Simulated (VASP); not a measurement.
```
GaSb
1.0
    0.00000     3.08469     3.08469
    3.08469     0.00000     3.08469
    3.08469     3.08469     0.00000
Ga Sb
1 1
Direct
  0.00000   0.00000   0.00000
  0.25000   0.25000   0.25000
```

The numbers are results of MS2 meta-GGA, VASP's PBE PAW potentials (set 64) (plane waves; VASP 6.6.1), not measurements. Settings: 520 eV cut-off, 8×8×8 Γ-centred mesh, Gaussian smearing of 0.050 eV, potentials Ga_d Sb.

Question: Give the stress tensor in GPa (positive for a compressed cell).

Answer: 
```
-1.45   0.00   0.00
 0.00  -1.45   0.00
 0.00   0.00  -1.45
```
The pressure is its mean diagonal, -1.45 GPa.

The compound is GaSb in the zinc blende structure. This cell is one point of a volume scan, at 1.03 of the reference volume.
